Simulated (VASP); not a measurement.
# YNb (Fm-3m) in VASP: further runs, part 2 of 2

VASP 6.6.1. The steps go on from the part before.

### Step 3. Band structure, PBE

File INCAR:

```
ALGO = Normal
EDIFF = 1E-6
ENCUT = 600
GGA = PE
ISIF = 2
ISMEAR = 0
LASPH = T
LCHARG = F
LMAXMIX = 4
LREAL = F
LWAVE = F
NBANDS = 19
NELM = 60
PREC = Accurate
SIGMA = 0.5
```

File KPOINTS:

```
k-points
0
Gamma
  10 10 10
```

File POSCAR:

```
YNb
1.0
    0.0000000000      2.9577400000      2.9577400000
    2.9577400000      0.0000000000      2.9577400000
    2.9577400000      2.9577400000      0.0000000000
Y Nb
1 1
Direct
    0.5000000000      0.5000000000      0.5000000000
    0.0000000000      0.0000000000      0.0000000000
```

File KPOINTS_OPT:

```
path GXWKGLUWLK,UX
20
line-mode
reciprocal
 0.0000000000  0.0000000000  0.0000000000  G
 0.5000000000  0.0000000000  0.5000000000  X

 0.5000000000  0.0000000000  0.5000000000  X
 0.5000000000  0.2500000000  0.7500000000  W

 0.5000000000  0.2500000000  0.7500000000  W
 0.3750000000  0.3750000000  0.7500000000  K

 0.3750000000  0.3750000000  0.7500000000  K
 0.0000000000  0.0000000000  0.0000000000  G

 0.0000000000  0.0000000000  0.0000000000  G
 0.5000000000  0.5000000000  0.5000000000  L

 0.5000000000  0.5000000000  0.5000000000  L
 0.6250000000  0.2500000000  0.6250000000  U

 0.6250000000  0.2500000000  0.6250000000  U
 0.5000000000  0.2500000000  0.7500000000  W

 0.5000000000  0.2500000000  0.7500000000  W
 0.5000000000  0.5000000000  0.5000000000  L

 0.5000000000  0.5000000000  0.5000000000  L
 0.3750000000  0.3750000000  0.7500000000  K

 0.6250000000  0.2500000000  0.6250000000  U
 0.5000000000  0.0000000000  0.5000000000  X
```

Potentials or basis: VASP PAW PBE potentials, release 64 (Y_sv, Nb_sv).

The run is started by

```sh
$ cat potpaw_PBE.64/Y_sv/POTCAR potpaw_PBE.64/Nb_sv/POTCAR > POTCAR
$ mpirun -np 1 vasp_std > vasp.out
```

OUTCAR:

```text
EDIFF = 1E-6
   ENCUT = 600
   GGA = PE
   ISIF = 2
   ISMEAR = 0
   LASPH = T
   LREAL = F
   NELM = 60
   PREC = Accurate

 ion  position               nearest neighbor table
   1  0.500  0.500  0.500-   2 2.96   2 2.96   2 2.96   2 2.96   2 2.96   2 2.96
   2  0.000  0.000  0.000-   1 2.96   1 2.96   1 2.96   1 2.96   1 2.96   1 2.96

  LATTYP: Found a face centered cubic cell.
 ALAT       =     5.9154800000

  Lattice vectors:

 A1 = (   0.0000000000,   2.9577400000,   2.9577400000)
 A2 = (   2.9577400000,   0.0000000000,   2.9577400000)
 A3 = (   2.9577400000,   2.9577400000,   0.0000000000)

Analysis of symmetry for initial positions (statically):
=====================================================================
 Subroutine PRICEL returns:
 Original cell was already a primitive cell.

 Routine SETGRP: Setting up the symmetry group for a
 face centered cubic supercell.

 Subroutine GETGRP returns: Found 48 space group operations
 (whereof 48 operations were pure point group operations)
 out of a pool of 48 trial point group operations.

The static configuration has the point symmetry O_h .

Analysis of symmetry for dynamics (positions and initial velocities):
[... 158 lines left out ...]

  energy without entropy =      -13.73697259  energy(sigma->0) =      -13.97560907

 E-fermi :   5.4474     XC(G=0): -10.4490

 val. band max:        5.4263275580   @ k =   0.4000   0.2000   0.0000
 cond. band min:       5.4494196151   @ k =   0.5000   0.3000   0.1000
 fundamental gap:      0.0230920572
 Fermi energy:         5.4473912650

 k-point     1 :       0.0000    0.0000    0.0000
  band No.  band energies     occupation
      1     -49.1773      2.00000
      2     -36.2044      2.00000
      3     -25.2845      2.00000
      4     -25.2845      2.00000
      5     -25.2845      2.00000
      6     -16.2227      2.00000
[... 505 lines left out ...]
      6     -16.3332      2.00000
[... 11 lines left out ...]
     18      10.9134      0.00000
     19      11.7881      0.00000

 [... further k-points ...]

------------------------ aborting loop because EDIFF is reached ----------------------------------------

  FORCE on cell =-STRESS in cart. coord.  units (eV):
  Direction    XX          YY          ZZ          XY          YZ          ZX
  --------------------------------------------------------------------------------------
  -------------------------------------------------------------------------------------
  Total        0.2093772      0.2093772      0.2093772     -0.0000000      0.0000000      0.0000000
  in kB        6.4823129      6.4823129      6.4823129     -0.0000000      0.0000000      0.0000000
  external PRESSURE =       6.4823129 kB  Pullay stress =       0.0000000 kB

 VOLUME and BASIS-vectors are now :
 -----------------------------------------------------------------------------
  energy-cutoff  :      600.00
  volume of cell :       51.75
      direct lattice vectors                 reciprocal lattice vectors
     0.000000000  2.957740000  2.957740000    -0.169047989  0.169047989  0.169047989
     2.957740000  0.000000000  2.957740000     0.169047989 -0.169047989  0.169047989
     2.957740000  2.957740000  0.000000000     0.169047989  0.169047989 -0.169047989

 POSITION                                       TOTAL-FORCE (eV/Angst)
 -----------------------------------------------------------------------------------
      2.95774      2.95774      2.95774        -0.000000     -0.000000     -0.000000
      0.00000      0.00000      0.00000         0.000000      0.000000      0.000000
 -----------------------------------------------------------------------------------
    total drift:                                0.000000      0.000000      0.000000

  FREE ENERGIE OF THE ION-ELECTRON SYSTEM (eV)
  ---------------------------------------------------
  free  energy   TOTEN  =       -14.2142455479 eV

  energy  without entropy=      -13.7369725869  energy(sigma->0) =      -13.97560907
```

OSZICAR:

```text
N       E                     dE             d eps       ncg     rms          rms(c)
DAV:   1     0.199881865311E+03    0.19988E+03   -0.13881E+04  1786   0.139E+03
DAV:   2    -0.106600135698E+01   -0.20095E+03   -0.19625E+03  2175   0.416E+02
DAV:   3    -0.140300531114E+02   -0.12964E+02   -0.12505E+02  3321   0.742E+01
DAV:   4    -0.145475516149E+02   -0.51750E+00   -0.50843E+00  2298   0.127E+01
DAV:   5    -0.145758204620E+02   -0.28269E-01   -0.28189E-01  2895   0.272E+00    0.284E+01
DAV:   6    -0.142406362993E+02    0.33518E+00   -0.16571E+00  2440   0.807E+00    0.157E+01
DAV:   7    -0.142363249851E+02    0.43113E-02   -0.71545E-01  2408   0.414E+00    0.667E+00
DAV:   8    -0.142164650521E+02    0.19860E-01   -0.24274E-01  2540   0.307E+00    0.101E+00
DAV:   9    -0.142141693064E+02    0.22957E-02   -0.21168E-02  2148   0.112E+00    0.287E-01
DAV:  10    -0.142142264447E+02   -0.57138E-04   -0.15814E-03  2689   0.300E-01    0.112E-01
[... 41 further cycles ...]
DAV:  10    -0.180535134089E+05   -0.35262E-06     1410
       N       E                     dE             ncg
DAV:   1     0.273125900143E+05   -0.12829E+05      456
DAV:   2     0.248281740123E+05   -0.24844E+04      597
DAV:   3     0.246641921518E+05   -0.16398E+03      863
DAV:   4     0.246565681088E+05   -0.76240E+01      586
DAV:   5     0.246560619790E+05   -0.50613E+00      772
DAV:   6     0.246560488125E+05   -0.13167E-01      647
DAV:   7     0.246560485104E+05   -0.30209E-03      722
DAV:   8     0.246560485043E+05   -0.61001E-05      547
DAV:   9     0.246560485041E+05   -0.22276E-06      553
```

Wall time 1.8 min (1 thread of Intel Xeon Platinum 8488C (Sapphire Rapids), shared host); peak memory 0.25 GiB.

The run converged, but some of its settings lie outside the range that counts as converged (typed here: k = 10 × 10 × 10; ISMEAR = 0; SIGMA = 0.5), so its numbers aren't taken as properties of the crystal.

What came out:

```yaml
Free_energy: -14.2142 eV
Pressure: 0.6 GPa
Band_gap_along_the_path: none (metal or under the smearing width)
```
